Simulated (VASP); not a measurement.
Method: r2SCAN meta-GGA, VASP's PBE PAW potentials (set 64) (plane waves; VASP). For the first row: Numerical set-up: 400 eV cut-off, 10×10×10 Γ-centred mesh, tetrahedra with Blöchl corrections, potentials Cr_pv Ge_d.

```json
[
 {"system": "CrGe2 (relaxed from the fluorite structure, space group Fm-3m)", "energy (eV/atom)": "-14.0961"},
 {"system": "Cr (bcc, AFM order)", "energy (eV/atom)": "-15.0775"},
 {"system": "Ge (diamond)", "energy (eV/atom)": "-13.8670"}
]
```

The references are the elements' solids at the same level; no temperature or zero-point terms are added. The moments were started parallel, and other spin orders were not tried in this run.

### Question
What is the formation energy per atom of CrGe2?

### Answer
The references average (1×(-15.0775) + 2×(-13.8670))/3 = -14.2705 eV, so the formation energy is -14.0961 − (-14.2705) = 0.174 eV/atom.
